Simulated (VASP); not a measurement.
Computed with PBEsol GGA, VASP's PBE PAW potentials (set 64) (plane waves; VASP).

VASP ran on this input.

**POSCAR**
```
Ga
1.0
  2.2355504563  -3.7996841965   0.0000000000
  2.2355504563   3.7996841965   0.0000000000
  0.0000000000   0.0000000000   4.4896447816
Ga
4
direct
  0.1555511353   0.8444488647   0.9171654163
  0.3444488647   0.6555511353   0.4171654163
  0.6555511353   0.3444488647   0.5828345837
  0.8444488647   0.1555511353   0.0828345837
```

INCAR:
```
ALGO = Normal
EDIFF = 1E-6
EDIFFG = -0.02
ENCUT = 500
GGA = PS
IBRION = 2
ISIF = 3
ISMEAR = 1
LASPH = .TRUE.
LCHARG = .FALSE.
LMAXMIX = 4
LREAL = .FALSE.
LWAVE = .FALSE.
NELM = 100
NSW = 40
PREC = Accurate
PSTRESS = 50
SIGMA = 0.1
SYSTEM = Ga
```

**KPOINTS**
```
K-points
0
gamma
 8 8 7
```

POTCAR, in this order: Ga_d (PBE.64 set). Program: vasp_std.

Output

### OSZICAR
```
       N       E                     dE             d eps       ncg     rms          rms(c)
DAV:   1     0.349277513795E+03    0.34928E+03   -0.25564E+04  5263   0.312E+03
DAV:   2     0.265653570863E+02   -0.32271E+03   -0.31725E+03  5433   0.556E+02
DAV:   3    -0.124704224134E+02   -0.39036E+02   -0.38608E+02  5936   0.152E+02
DAV:   4    -0.135804716175E+02   -0.11100E+01   -0.11066E+01  5847   0.300E+01
DAV:   5    -0.136049027403E+02   -0.24431E-01   -0.24425E-01  6318   0.447E+00    0.276E+00
DAV:   6    -0.134399607825E+02    0.16494E+00   -0.36412E-01  6275   0.880E+00    0.142E+00
DAV:   7    -0.134042208022E+02    0.35740E-01   -0.82965E-02  7223   0.322E+00    0.362E-01
DAV:   8    -0.134007217839E+02    0.34990E-02   -0.17032E-02  5726   0.153E+00    0.469E-02
DAV:   9    -0.134008128979E+02   -0.91114E-04   -0.10714E-03  6073   0.385E-01    0.261E-02
DAV:  10    -0.134008142662E+02   -0.13683E-05   -0.24800E-04  5957   0.196E-01    0.540E-03
DAV:  11    -0.134008141910E+02    0.75139E-07   -0.43082E-05  6207   0.865E-02    0.512E-03
DAV:  12    -0.134008136078E+02    0.58327E-06   -0.89832E-06  6007   0.371E-02
   1 F= -.11020504E+02 E0= -.11020604E+02  d E =-.110205E+02
       N       E                     dE             d eps       ncg     rms          rms(c)
DAV:   1    -0.178879892106E+02   -0.44872E+01   -0.56189E+01  5376   0.951E+01    0.130E+01
DAV:   2    -0.141264663677E+02    0.37615E+01   -0.97464E+00  6118   0.560E+01    0.529E+00
DAV:   3    -0.133959885162E+02    0.73048E+00   -0.62940E-01  6342   0.912E+00    0.161E+00
DAV:   4    -0.132794436181E+02    0.11654E+00   -0.15063E-01  6306   0.388E+00    0.626E-02
DAV:   5    -0.132796677362E+02   -0.22412E-03   -0.16157E-03  6473   0.310E-01    0.413E-02
DAV:   6    -0.132795987888E+02    0.68947E-04   -0.61695E-04  6041   0.330E-01    0.243E-02
DAV:   7    -0.132795758869E+02    0.22902E-04   -0.10680E-04  6069   0.139E-01    0.341E-03
DAV:   8    -0.132795771308E+02   -0.12440E-05   -0.11346E-05  6325   0.293E-02    0.110E-03
DAV:   9    -0.132795770290E+02    0.10179E-06   -0.92191E-07  3248   0.117E-02
   2 F= -.11098150E+02 E0= -.11098330E+02  d E =-.776457E-01
       N       E                     dE             d eps       ncg     rms          rms(c)
DAV:   1    -0.135207201250E+02   -0.24114E+00   -0.26523E+00  5348   0.235E+01    0.258E+00
DAV:   2    -0.133680225057E+02    0.15270E+00   -0.30113E-01  6174   0.791E+00    0.116E+00
DAV:   3    -0.133309787536E+02    0.37044E-01   -0.52131E-02  6258   0.313E+00    0.227E-01
DAV:   4    -0.133267637553E+02    0.42150E-02   -0.94661E-03  5965   0.129E+00    0.230E-02
DAV:   5    -0.133267527869E+02    0.10968E-04   -0.59558E-04  5686   0.251E-01    0.100E-02
DAV:   6    -0.133267599729E+02   -0.71860E-05   -0.54788E-05  7272   0.506E-02    0.807E-03
DAV:   7    -0.133267595199E+02    0.45293E-06   -0.12115E-05  6497   0.455E-02    0.244E-03
DAV:   8    -0.133267592040E+02    0.31594E-06   -0.12996E-06  3667   0.112E-02
   3 F= -.11104914E+02 E0= -.11105128E+02  d E =-.844098E-01
       N       E                     dE             d eps       ncg     rms          rms(c)
DAV:   1    -0.133309630794E+02   -0.42036E-02   -0.15048E-02  5362   0.173E+00    0.197E-01
DAV:   2    -0.133300742492E+02    0.88883E-03   -0.18279E-03  6167   0.626E-01    0.873E-02
DAV:   3    -0.133298648488E+02    0.20940E-03   -0.27234E-04  6288   0.225E-01    0.183E-02
DAV:   4    -0.133298396257E+02    0.25223E-04   -0.48751E-05  6042   0.894E-02    0.138E-03
DAV:   5    -0.133298397461E+02   -0.12040E-06   -0.23452E-06  3737   0.143E-02
   4 F= -.11104896E+02 E0= -.11105113E+02  d E =-.843921E-01
       N       E                     dE             d eps       ncg     rms          rms(c)
DAV:   1    -0.133313651529E+02   -0.15255E-02   -0.66966E-02  6300   0.177E+00    0.242E-01
DAV:   2    -0.133303780942E+02    0.98706E-03   -0.30900E-03  6153   0.835E-01    0.145E-01
DAV:   3    -0.133298399808E+02    0.53811E-03   -0.16069E-03  8161   0.448E-01    0.168E-02
DAV:   4    -0.133298635938E+02   -0.23613E-04   -0.39106E-04  5439   0.219E-01    0.133E-02
DAV:   5    -0.133298593956E+02    0.41982E-05   -0.35311E-05  6317   0.415E-02    0.569E-03
DAV:   6    -0.133298590346E+02    0.36100E-06   -0.28376E-06  4333   0.226E-02
   5 F= -.11105316E+02 E0= -.11105528E+02  d E =-.419476E-03
       N       E                     dE             d eps       ncg     rms          rms(c)
DAV:   1    -0.133313811063E+02   -0.15217E-02   -0.81062E-02  6300   0.195E+00    0.267E-01
DAV:   2    -0.133301845154E+02    0.11966E-02   -0.37479E-03  6075   0.922E-01    0.160E-01
DAV:   3    -0.133295338909E+02    0.65062E-03   -0.19616E-03  8136   0.493E-01    0.187E-02
DAV:   4    -0.133295625355E+02   -0.28645E-04   -0.47774E-04  5425   0.242E-01    0.147E-02
DAV:   5    -0.133295573720E+02    0.51636E-05   -0.43521E-05  6491   0.462E-02    0.629E-03
DAV:   6    -0.133295569296E+02    0.44236E-06   -0.34773E-06  4347   0.251E-02
   6 F= -.11105463E+02 E0= -.11105652E+02  d E =-.566861E-03
       N       E                     dE             d eps       ncg     rms          rms(c)
DAV:   1    -0.133272423385E+02    0.23150E-02   -0.86045E-02  6097   0.330E+00    0.355E-01
DAV:   2    -0.133247920602E+02    0.24503E-02   -0.11166E-02  6286   0.144E+00    0.147E-01
DAV:   3    -0.133242379647E+02    0.55410E-03   -0.10526E-03  7658   0.323E-01    0.421E-02
DAV:   4    -0.133241553417E+02    0.82623E-04   -0.13670E-04  6222   0.989E-02    0.227E-03
DAV:   5    -0.133241553750E+02   -0.33331E-07   -0.29398E-06  4413   0.195E-02
   7 F= -.11105497E+02 E0= -.11105668E+02  d E =-.338526E-04
       N       E                     dE             d eps       ncg     rms          rms(c)
DAV:   1    -0.133270069000E+02   -0.28516E-02   -0.15209E-02  6111   0.140E+00    0.148E-01
DAV:   2    -0.133265776023E+02    0.42930E-03   -0.19435E-03  6272   0.600E-01    0.617E-02
DAV:   3    -0.133264787111E+02    0.98891E-04   -0.18432E-04  7573   0.137E-01    0.174E-02
DAV:   4    -0.133264638893E+02    0.14822E-04   -0.24900E-05  6138   0.437E-02    0.918E-04
DAV:   5    -0.133264639578E+02   -0.68510E-07   -0.45883E-07  2991   0.769E-03
   8 F= -.11105530E+02 E0= -.11105709E+02  d E =-.666642E-04
```

OUTCAR:
```
------------------------ aborting loop because EDIFF is reached ----------------------------------------
  FORCE on cell =-STRESS in cart. coord.  units (eV):
  Direction    XX          YY          ZZ          XY          YZ          ZX
  --------------------------------------------------------------------------------------
  Total        2.2529778      2.1965650      2.2240104      0.0000000      0.0000000      0.0000000
  in kB       50.7214050     49.4513795     50.0692608      0.0000000      0.0000000      0.0000000
  external PRESSURE =       0.0806818 kB  Pullay stress =      50.0000000 kB
  volume of cell :       71.17
      direct lattice vectors                 reciprocal lattice vectors
     2.179820532 -3.724910442 -0.000000000     0.229376682 -0.134231415 -0.000000000
     2.179820532  3.724910442  0.000000000     0.229376682  0.134231415  0.000000000
     0.000000000 -0.000000000  4.382376195     0.000000000 -0.000000000  0.228186709
 POSITION                                       TOTAL-FORCE (eV/Angst)
 -----------------------------------------------------------------------------------
      2.17982      2.57043      4.01680         0.000000      0.003177     -0.005083
      2.17982      1.15448      1.82561         0.000000     -0.003177     -0.005083
      2.17982     -1.15448      2.55676         0.000000      0.003177      0.005083
      2.17982     -2.57043      0.36558         0.000000     -0.003177      0.005083
 -----------------------------------------------------------------------------------
    total drift:                                0.000000      0.000000     -0.000000
  FREE ENERGIE OF THE ION-ELECTRON SYSTEM (eV)
  ---------------------------------------------------
  free  energy   TOTEN  =       -13.3264639578 eV

  energy  without entropy=      -13.3270003072  energy(sigma->0) =      -13.32664274
  enthalpy is  TOTEN    =       -11.1055299828 eV   P V=        2.2209339750

 reached required accuracy - stopping structural energy minimisation
```
(Selected blocks of OUTCAR.)

File CONTCAR:
```
Ga
   1.00000000000000
     2.1798205320147388   -3.7249104416713799   -0.0000000000000000
     2.1798205320147388    3.7249104416713799    0.0000000000000000
     0.0000000000000000   -0.0000000000000000    4.3823761950749134
  Ga
     4
Direct
     0.1549673197997321    0.8450326802002680    0.9165802153876947
     0.3450326802002679    0.6549673197997320    0.4165802153876949
     0.6549673197997320    0.3450326802002679    0.5834197846123053
     0.8450326802002680    0.1549673197997321    0.0834197846123052
```

### OUTCAR
```
 val. band max:        5.7749519120   @ k =   0.5000   0.3750   0.1429

 cond. band min:       5.8184976627   @ k =   0.0000   0.0000   0.4286


 Fermi energy:         5.7836361663

 k-point     1 :       0.0000    0.0000    0.0000
  band No.  band energies     occupation
      1      -9.5146      2.00000
      2      -9.5053      2.00000
      3      -9.4594      2.00000
      4      -9.4381      2.00000
      5      -9.4167      2.00000
      6      -9.3880      2.00000
      7      -9.3234      2.00000
      8      -9.2397      2.00000
      9      -9.2179      2.00000
     10      -9.2054      2.00000
     11      -9.1834      2.00000
     12      -9.1743      2.00000
     13      -9.1558      2.00000
     14      -9.1101      2.00000
     15      -9.0780      2.00000
     16      -9.0231      2.00000
     17      -8.9521      2.00000
     18      -8.9427      2.00000
     19      -8.9034      2.00000
     20      -8.8144      2.00000
     21      -6.0123      2.00000
     22       1.5303      2.00000
     23       1.7928      2.00000
     24       3.8515      2.00000
     25       4.2954      2.00000
     26       4.8084      2.00000
     27       6.6742     -0.00000
     28       6.7553     -0.00000
     29       6.8155     -0.00000
     30      11.4107      0.00000
     31      11.5456      0.00000

 k-point     2 :       0.1250    0.0000    0.0000
  band No.  band energies     occupation
      1      -9.5189      2.00000
      2      -9.4966      2.00000
      3      -9.4648      2.00000
      4      -9.4466      2.00000
      5      -9.4022      2.00000
      6      -9.3834      2.00000
      7      -9.3270      2.00000
      8      -9.2857      2.00000
      9      -9.2193      2.00000
     10      -9.2180      2.00000
     11      -9.1602      2.00000
     12      -9.1573      2.00000
     13      -9.1490      2.00000
     14      -9.1072      2.00000
     15      -9.0676      2.00000
     16      -9.0066      2.00000
     17      -8.9567      2.00000
...
```

Energy and stress use the plane-wave basis of the starting cell.

The compound is Ga in the alpha structure. This run relaxes it under an external pressure of 5 GPa. Symmetry was kept, so distortions that lower it aren't found.
